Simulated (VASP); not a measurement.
Computed with r2SCAN meta-GGA, VASP's PBE PAW potentials (set 64) (plane waves; VASP).

VASP input:

**POSCAR**
```
ScAl3
1
   -1.9926251772     1.9926251772     4.3880875296
    1.9926251772    -1.9926251772     4.3880875296
    1.9926251772     1.9926251772    -4.3880875296
Sc Al
1 3
Direct
  0.0000000000   0.0000000000   0.0000000000
  0.7500000000   0.2500000000   0.5000000000
  0.2500000000   0.7500000000   0.5000000000
  0.5000000000   0.5000000000   0.0000000000
```

### INCAR
```
ALGO = Normal
EDIFF = 1E-6
EDIFFG = -0.02
ENCUT = 400
IBRION = 2
ISIF = 3
ISMEAR = 1
LASPH = .TRUE.
LCHARG = .FALSE.
LMAXMIX = 4
LMIXTAU = .TRUE.
LREAL = .FALSE.
LWAVE = .FALSE.
METAGGA = R2SCAN
NELM = 100
NSW = 60
PREC = Accurate
SIGMA = 0.1
SYSTEM = ScAl3
```

### KPOINTS
```
Automatic mesh
0
gamma
  10 10 10
```

POTCAR, in this order: Sc_sv Al (PBE.64 set). Program: vasp_std.

Output of the run:

### OSZICAR
```
       N       E                     dE             d eps       ncg     rms          rms(c)
DAV:   1     0.886556281685E+02    0.88656E+02   -0.75184E+03  2856   0.109E+03
DAV:   2    -0.298865189329E+02   -0.11854E+03   -0.11635E+03  2916   0.355E+02
DAV:   3    -0.367659078476E+02   -0.68794E+01   -0.65361E+01  4486   0.676E+01
DAV:   4    -0.368959329057E+02   -0.13003E+00   -0.12935E+00  3942   0.990E+00
DAV:   5    -0.368992936185E+02   -0.33607E-02   -0.33597E-02  4216   0.160E+00    0.112E+01
DAV:   6    -0.332951543896E+02    0.36041E+01   -0.59339E+00  4172   0.378E+01    0.424E+00
DAV:   7    -0.327398009629E+02    0.55535E+00   -0.52094E-01  3086   0.715E+00    0.196E+00
DAV:   8    -0.331967881829E+02   -0.45699E+00   -0.68902E-01  4102   0.728E+00    0.767E-01
DAV:   9    -0.330312455082E+02    0.16554E+00   -0.97900E-02  3950   0.391E+00    0.440E-01
DAV:  10    -0.330824088890E+02   -0.51163E-01   -0.23255E-01  4198   0.575E+00    0.291E-01
DAV:  11    -0.330853594778E+02   -0.29506E-02   -0.27541E-02  4702   0.223E+00    0.180E-01
DAV:  12    -0.330815256312E+02    0.38338E-02   -0.61155E-03  4772   0.886E-01    0.320E-02
DAV:  13    -0.330832097010E+02   -0.16841E-02   -0.21023E-03  3212   0.464E-01    0.274E-02
DAV:  14    -0.330825567461E+02    0.65295E-03   -0.50805E-04  3450   0.254E-01    0.250E-02
DAV:  15    -0.330830126403E+02   -0.45589E-03   -0.19327E-04  3504   0.120E-01    0.103E-02
DAV:  16    -0.330830873987E+02   -0.74758E-04   -0.18863E-04  3342   0.140E-01    0.676E-03
DAV:  17    -0.330831078533E+02   -0.20455E-04   -0.15894E-05  3578   0.456E-02    0.419E-03
DAV:  18    -0.330831078117E+02    0.41685E-07   -0.27475E-06  3072   0.163E-02
   1 F= -.33083108E+02 E0= -.33083325E+02  d E =-.330831E+02
       N       E                     dE             d eps       ncg     rms          rms(c)
DAV:   1    -0.331021852469E+02   -0.19077E-01   -0.56552E-01  4258   0.132E+01    0.104E+00
DAV:   2    -0.330858740357E+02    0.16311E-01   -0.99983E-02  4450   0.443E+00    0.233E-01
DAV:   3    -0.330850889024E+02    0.78513E-03   -0.21494E-03  3838   0.434E-01    0.132E-01
DAV:   4    -0.330846332901E+02    0.45561E-03   -0.13745E-03  4144   0.290E-01    0.419E-02
DAV:   5    -0.330845161743E+02    0.11712E-03   -0.80541E-04  4366   0.264E-01    0.298E-02
DAV:   6    -0.330847019919E+02   -0.18582E-03   -0.25646E-04  3798   0.126E-01    0.179E-02
DAV:   7    -0.330846845596E+02    0.17432E-04   -0.38685E-05  3530   0.852E-02    0.104E-02
DAV:   8    -0.330846994819E+02   -0.14922E-04   -0.27259E-05  3306   0.722E-02    0.448E-03
DAV:   9    -0.330847023376E+02   -0.28557E-05   -0.35864E-06  3362   0.223E-02    0.221E-03
DAV:  10    -0.330847025848E+02   -0.24718E-06   -0.15208E-07  1584   0.464E-03
   2 F= -.33084703E+02 E0= -.33084888E+02  d E =-.159477E-02
       N       E                     dE             d eps       ncg     rms          rms(c)
DAV:   1    -0.330861057653E+02   -0.14034E-02   -0.39240E-02  4214   0.349E+00    0.271E-01
DAV:   2    -0.330849951602E+02    0.11106E-02   -0.62478E-03  4394   0.111E+00    0.628E-02
DAV:   3    -0.330849466716E+02    0.48489E-04   -0.12146E-04  3558   0.106E-01    0.343E-02
DAV:   4    -0.330849231924E+02    0.23479E-04   -0.97818E-05  4174   0.785E-02    0.116E-02
DAV:   5    -0.330849225366E+02    0.65574E-06   -0.46019E-05  4356   0.608E-02    0.774E-03
DAV:   6    -0.330849315717E+02   -0.90351E-05   -0.13825E-05  3652   0.292E-02    0.464E-03
DAV:   7    -0.330849311302E+02    0.44159E-06   -0.28633E-06  3006   0.225E-02
   3 F= -.33084931E+02 E0= -.33085125E+02  d E =-.182332E-02
       N       E                     dE             d eps       ncg     rms          rms(c)
DAV:   1    -0.330852037518E+02   -0.27218E-03   -0.12884E-02  3744   0.202E+00    0.907E-02
DAV:   2    -0.330850629605E+02    0.14079E-03   -0.63857E-04  4456   0.350E-01    0.413E-02
DAV:   3    -0.330850517301E+02    0.11230E-04   -0.27977E-05  4634   0.781E-02    0.197E-02
DAV:   4    -0.330850457358E+02    0.59943E-05   -0.23949E-05  4074   0.456E-02    0.363E-03
DAV:   5    -0.330850457891E+02   -0.53271E-07   -0.72760E-06  3526   0.284E-02
   4 F= -.33085046E+02 E0= -.33085213E+02  d E =-.114659E-03
```

OUTCAR:
```
------------------------ aborting loop because EDIFF is reached ----------------------------------------
  FORCE on cell =-STRESS in cart. coord.  units (eV):
  Direction    XX          YY          ZZ          XY          YZ          ZX
  --------------------------------------------------------------------------------------
  Total        0.0130716      0.0130716     -0.0265568      0.0000000     -0.0000000      0.0000000
  in kB        0.2980911      0.2980911     -0.6056147      0.0000000     -0.0000000      0.0000000
  external PRESSURE =      -0.0031442 kB  Pullay stress =       0.0000000 kB
  volume of cell :       70.26
      direct lattice vectors                 reciprocal lattice vectors
    -2.001291942  2.001291942  4.385404019     0.000000000  0.249838611  0.114014581
     2.001291942 -2.001291942  4.385404019     0.249838611  0.000000000  0.114014581
     2.001291942  2.001291942 -4.385404019     0.249838611  0.249838611  0.000000000
 POSITION                                       TOTAL-FORCE (eV/Angst)
 -----------------------------------------------------------------------------------
      0.00000      4.00258      0.00000        -0.000000      0.000000      0.000000
     -0.00000      2.00129      2.19270         0.000000     -0.000000     -0.000000
      2.00129     -0.00000      2.19270        -0.000000      0.000000     -0.000000
      2.00129      2.00129      0.00000        -0.000000      0.000000      0.000000
 -----------------------------------------------------------------------------------
    total drift:                                0.000000      0.000000     -0.000000
  FREE ENERGIE OF THE ION-ELECTRON SYSTEM (eV)
  ---------------------------------------------------
  free  energy   TOTEN  =       -33.0850457891 eV

  energy  without entropy=      -33.0855488837  energy(sigma->0) =      -33.08521349

 reached required accuracy - stopping structural energy minimisation
```
(Selected blocks of OUTCAR.)

File CONTCAR:
```
ScAl3
   1.00000000000000
    -2.0012919420806701    2.0012919420806701    4.3854040188129009
     2.0012919420806701   -2.0012919420806701    4.3854040188129009
     2.0012919420806701    2.0012919420806701   -4.3854040188129009
  Sc              Al
     1     3
Direct
     1.0000000000000000    0.0000000000000000    1.0000000000000000
     0.7500000000000000    0.2500000000000000    0.5000000000000000
     0.2500000000000000    0.7500000000000000    0.5000000000000000
     0.5000000000000000    0.5000000000000000    1.0000000000000000
```

The structure comes from a computed database's ScAl3 entry (I4/mmm); how it stands against other phases isn't given here. This run relaxes it. Symmetry was kept, so distortions that lower it aren't found. The start is the result of an earlier pass.
